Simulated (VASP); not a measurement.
Given:

```xyz
32
Lattice="7.2630 0.0000 0.0000 0.0000 7.2630 0.0000 0.0000 0.0000 7.2630" Properties=species:S:1:pos:R:3 pbc="T T T"
Cu     3.6315     0.0000     0.0000
Cu     5.4473     1.8158     0.0000
Cu     5.4473     0.0000     1.8158
Cu     0.0000     0.0000     0.0000
Cu     1.8158     1.8158     0.0000
Cu     3.6315     3.6315     0.0000
Cu     5.4473     5.4473     0.0000
Cu     1.8158     0.0000     1.8158
Cu     3.6620     1.8631     1.7990
Cu     5.4451     3.5992     1.8562
Cu     3.6315     0.0000     3.6315
Cu     5.4569     1.7695     3.6642
Cu     5.4473     0.0000     5.4473
Cu     0.0000     3.6315     0.0000
Cu     1.8158     5.4473     0.0000
Cu     0.0000     1.8158     1.8158
Cu     1.8363     3.5851     1.8338
Cu     3.6234     5.4878     1.8605
Cu     0.0000     0.0000     3.6315
Cu     1.8245     1.7988     3.6290
Cu     5.4838     5.4308     3.6507
Cu     1.8158     0.0000     5.4473
Cu     3.6413     1.8600     5.4941
Cu     5.4815     3.6743     5.4557
Cu     0.0000     5.4473     1.8158
Cu     0.0000     3.6315     3.6315
Cu     1.8143     5.4295     3.5950
Cu     0.0000     1.8158     5.4473
Cu     1.7983     3.5918     5.4191
Cu     3.6481     5.4164     5.4092
Cu     0.0000     5.4473     5.4473
Au     3.6258     3.6546     3.6445
```

Level of theory: PBE GGA, VASP's PBE PAW potentials (set 64) (plane waves; VASP 6.6.1). Run with PREC = Normal, LREAL = Auto, ISYM = 0, EDIFF = 1E-5, 400 eV cut-off, 3×3×3 Γ-centred mesh, first-order Methfessel-Paxton smearing of 0.10 eV, potentials Cu Au.

**Question.** The ions are relaxed. Predict the relaxed structure.

**Answer.** 
```xyz
32
Lattice="7.2630 0.0000 0.0000 0.0000 7.2630 0.0000 0.0000 0.0000 7.2630" Properties=species:S:1:pos:R:3 pbc="T T T"
Cu     3.6351     7.2592     0.0032
Cu     5.4595     1.8093     0.0019
Cu     5.4579     7.2618     1.8113
Cu     0.0040     7.2606     0.0026
Cu     1.8106     1.8091     0.0023
Cu     3.6357     3.6329     0.0034
Cu     5.4569     5.4538     0.0041
Cu     1.8128     7.2619     1.8095
Cu     3.6360     1.7737     1.7765
Cu     5.4913     3.6311     1.7782
Cu     3.6354     7.2625     3.6358
Cu     5.4904     1.7727     3.6369
Cu     5.4571     7.2587     5.4598
Cu     0.0052     3.6297     0.0035
Cu     1.8132     5.4529     0.0042
Cu     0.0026     1.8051     1.8119
Cu     1.7809     3.6285     1.7795
Cu     3.6345     5.4870     1.7818
Cu     0.0051     7.2607     3.6337
Cu     1.7814     1.7734     3.6339
Cu     5.4935     5.4873     3.6339
Cu     1.8132     7.2619     5.4573
Cu     3.6355     1.7758     5.4951
Cu     5.4948     3.6334     5.4911
Cu     0.0053     5.4535     1.8103
Cu     0.0036     3.6268     3.6331
Cu     1.7789     5.4856     3.6322
Cu     0.0040     1.8039     5.4572
Cu     1.7778     3.6310     5.4906
Cu     3.6324     5.4857     5.4890
Cu     0.0053     5.4537     5.4571
Au     3.6379     3.6286     3.6366
```

**Question.** How much energy does the relaxation gain?

**Answer.** The energy (σ→0) changes by -11.2 meV/atom, in 9 ionic steps.

```csv
step,E(σ→0) (eV),max force (eV/Å),pressure (GPa),volume (Å³)
1,-118.2846,1.160,2.73,383.13
2,-118.5494,0.488,2.50,383.13
3,-118.6129,0.460,2.37,383.13
4,-118.6131,0.489,2.38,383.13
5,-118.6346,0.084,2.24,383.13
6,-118.6358,0.105,2.31,383.13
7,-118.6396,0.062,2.27,383.13
8,-118.6414,0.057,2.26,383.13
9,-118.6427,0.028,2.24,383.13
```

The cell is a supercell with a defect, built from Cu (fcc): Au_Cu. The run is not spin-polarised, so no state with unpaired spins was tried.
